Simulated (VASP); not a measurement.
Computed with PBE GGA, VASP's PBE PAW potentials (set 64) (plane waves; VASP).

VASP input:

**KPOINTS**
```
Automatic mesh
0
Gamma
11 11 11
0 0 0
```

INCAR:
```
SYSTEM = CuZn
PREC = Accurate
ENCUT = 400
EDIFF = 1E-6
NELM = 100
ALGO = Normal
LREAL = .FALSE.
LASPH = .TRUE.
ISMEAR = 1
SIGMA = 0.1
GGA = PE
LMAXMIX = 4
LWAVE = .FALSE.
LCHARG = .FALSE.
IBRION = 2
ISIF = 3
NSW = 60
EDIFFG = -0.01
```

### POSCAR
```
CuZn
1.0
  2.9500000000   0.0000000000   0.0000000000
  0.0000000000   2.9500000000   0.0000000000
  0.0000000000   0.0000000000   2.9500000000
Zn Cu
1 1
Cart
  1.4750000000   1.4750000000   1.4750000000
  0.0000000000   0.0000000000   0.0000000000
```

POTCAR, in this order: Zn Cu (PBE.64 set). Program: vasp_std.

Output of the run:

### OSZICAR
```
       N       E                     dE             d eps       ncg     rms          rms(c)
DAV:   1     0.100428143099E+03    0.10043E+03   -0.99584E+03  1744   0.212E+03
DAV:   2    -0.354024806697E+01   -0.10397E+03   -0.10116E+03  1694   0.304E+02
DAV:   3    -0.607425035489E+01   -0.25340E+01   -0.25294E+01  2058   0.647E+01
DAV:   4    -0.609023628492E+01   -0.15986E-01   -0.15985E-01  1911   0.456E+00
DAV:   5    -0.609047980861E+01   -0.24352E-03   -0.24352E-03  2232   0.593E-01    0.945E+00
DAV:   6    -0.593140321727E+01    0.15908E+00   -0.16991E+01  1833   0.107E+02    0.599E+00
DAV:   7    -0.502068600931E+01    0.91072E+00   -0.37903E+00  1799   0.102E+02    0.222E+00
DAV:   8    -0.502385584489E+01   -0.31698E-02   -0.18361E-01  2274   0.596E+00    0.124E+00
DAV:   9    -0.501446695560E+01    0.93889E-02   -0.20695E-02  2051   0.375E+00    0.507E-02
DAV:  10    -0.501447730298E+01   -0.10347E-04   -0.46949E-04  2161   0.320E-01    0.262E-02
DAV:  11    -0.501448094718E+01   -0.36442E-05   -0.14526E-05  2368   0.834E-02    0.133E-02
DAV:  12    -0.501447960066E+01    0.13465E-05   -0.12421E-06  1274   0.416E-02    0.228E-03
DAV:  13    -0.501447964382E+01   -0.43163E-07   -0.49128E-07  1155   0.198E-02
   1 F= -.50144796E+01 E0= -.50145725E+01  d E =-.501448E+01
       N       E                     dE             d eps       ncg     rms          rms(c)
DAV:   1    -0.512045029961E+01   -0.10597E+00   -0.14239E+00  1680   0.292E+01    0.251E+00
DAV:   2    -0.505344566030E+01    0.67005E-01   -0.80687E-01  1694   0.232E+01    0.119E+00
DAV:   3    -0.502172680462E+01    0.31719E-01   -0.21562E-01  1716   0.136E+01    0.693E-01
DAV:   4    -0.501675128042E+01    0.49755E-02   -0.11570E-02  2184   0.313E+00    0.269E-01
DAV:   5    -0.501537972575E+01    0.13716E-02   -0.11999E-03  2688   0.623E-01    0.210E-02
DAV:   6    -0.501537690801E+01    0.28177E-05   -0.77345E-05  2259   0.189E-01    0.733E-03
DAV:   7    -0.501538075400E+01   -0.38460E-05   -0.20737E-06  1598   0.265E-02    0.927E-04
DAV:   8    -0.501538098264E+01   -0.22864E-06   -0.63344E-07   973   0.147E-02
   2 F= -.50153810E+01 E0= -.50154396E+01  d E =-.901339E-03
       N       E                     dE             d eps       ncg     rms          rms(c)
DAV:   1    -0.502697258952E+01   -0.11592E-01   -0.14998E-01  1687   0.932E+00    0.837E-01
DAV:   2    -0.502017352682E+01    0.67991E-02   -0.94474E-02  1694   0.801E+00    0.412E-01
DAV:   3    -0.501621091741E+01    0.39626E-02   -0.24265E-02  1708   0.484E+00    0.214E-01
DAV:   4    -0.501575455783E+01    0.45636E-03   -0.11865E-03  2257   0.950E-01    0.865E-02
DAV:   5    -0.501561456023E+01    0.14000E-03   -0.11039E-04  2698   0.189E-01    0.547E-03
DAV:   6    -0.501561419259E+01    0.36765E-06   -0.54711E-06  1937   0.407E-02
   3 F= -.50156142E+01 E0= -.50156869E+01  d E =-.113455E-02
```

File OUTCAR:
```
------------------------ aborting loop because EDIFF is reached ----------------------------------------
  FORCE on cell =-STRESS in cart. coord.  units (eV):
  Direction    XX          YY          ZZ          XY          YZ          ZX
  --------------------------------------------------------------------------------------
  Total       -0.0081856     -0.0081856     -0.0081856      0.0000000      0.0000000     -0.0000000
  in kB       -0.5054089     -0.5054089     -0.5054089      0.0000000      0.0000000     -0.0000000
  external PRESSURE =      -0.5054089 kB  Pullay stress =       0.0000000 kB
  volume of cell :       25.95
      direct lattice vectors                 reciprocal lattice vectors
     2.960557961  0.000000000 -0.000000000     0.337774167  0.000000000  0.000000000
    -0.000000000  2.960557961 -0.000000000    -0.000000000  0.337774167  0.000000000
     0.000000000 -0.000000000  2.960557961     0.000000000  0.000000000  0.337774167
 POSITION                                       TOTAL-FORCE (eV/Angst)
 -----------------------------------------------------------------------------------
      1.48028      1.48028      1.48028        -0.000000      0.000000      0.000000
      0.00000      0.00000      0.00000         0.000000     -0.000000      0.000000
 -----------------------------------------------------------------------------------
    total drift:                               -0.000000      0.000000      0.000000
  FREE ENERGIE OF THE ION-ELECTRON SYSTEM (eV)
  ---------------------------------------------------
  free  energy   TOTEN  =        -5.0156141926 eV

  energy  without entropy=       -5.0158323765  energy(sigma->0) =       -5.01568692

 reached required accuracy - stopping structural energy minimisation
```
(Selected blocks of OUTCAR.)

### CONTCAR
```
CuZn
   1.00000000000000
     2.9605579613626771    0.0000000000000000   -0.0000000000000000
    -0.0000000000000000    2.9605579613626771   -0.0000000000000000
     0.0000000000000000   -0.0000000000000000    2.9605579613626771
  Zn              Cu
     1     1
Direct
     0.5000000000000000    0.5000000000000000    0.5000000000000000
     0.0000000000000000    0.0000000000000000    0.0000000000000000
```

### OUTCAR
```
 val. band max:        5.1919257844   @ k =   0.3636   0.3636   0.0909

 cond. band min:       5.3020967038   @ k =   0.4545   0.3636   0.3636


 Fermi energy:         5.2881590897

 k-point     1 :       0.0000    0.0000    0.0000
  band No.  band energies     occupation
      1      -4.8260      2.00000
      2      -2.4069      2.00000
      3      -2.4069      2.00000
      4      -1.7377      2.00000
      5      -1.7377      2.00000
      6      -1.7377      2.00000
      7       1.8562      2.00000
      8       1.8562      2.00000
      9       2.6812      2.00000
     10       2.6812      2.00000
     11       2.6812      2.00000
     12      11.5634      0.00000
     13      11.5634      0.00000
     14      11.5634      0.00000
     15      16.5495      0.00000

 k-point     2 :       0.0909    0.0000    0.0000
  band No.  band energies     occupation
      1      -4.6782      2.00000
      2      -2.3905      2.00000
      3      -2.3756      2.00000
      4      -1.7505      2.00000
      5      -1.7505      2.00000
      6      -1.7315      2.00000
      7       1.8484      2.00000
      8       1.8696      2.00000
      9       2.6332      2.00000
     10       2.6332      2.00000
     11       2.6758      2.00000
     12      10.2461      0.00000
     13      11.7868      0.00000
     14      11.7868      0.00000
     15      16.6294      0.00000

 k-point     3 :       0.1818    0.0000    0.0000
  band No.  band energies     occupation
      1      -4.2433      2.00000
      2      -2.3462      2.00000
      3      -2.2852      2.00000
      4      -1.7848      2.00000
      5      -1.7848      2.00000
      6      -1.7148      2.00000
      7       1.8269      2.00000
      8       1.8909      2.00000
      9       2.5102      2.00000
     10       2.5102      2.00000
     11       2.6613      2.00000
     12       7.9811      0.00000
     13      12.4338      0.00000
     14      12.4338      0.00000
     15      16.8723      0.00000
...
```

The compound is CuZn in the CsCl type structure. This run relaxes it. Symmetry was kept, so distortions that lower it aren't found. The electron count is odd and the run is not spin-polarised, which forces a metal.
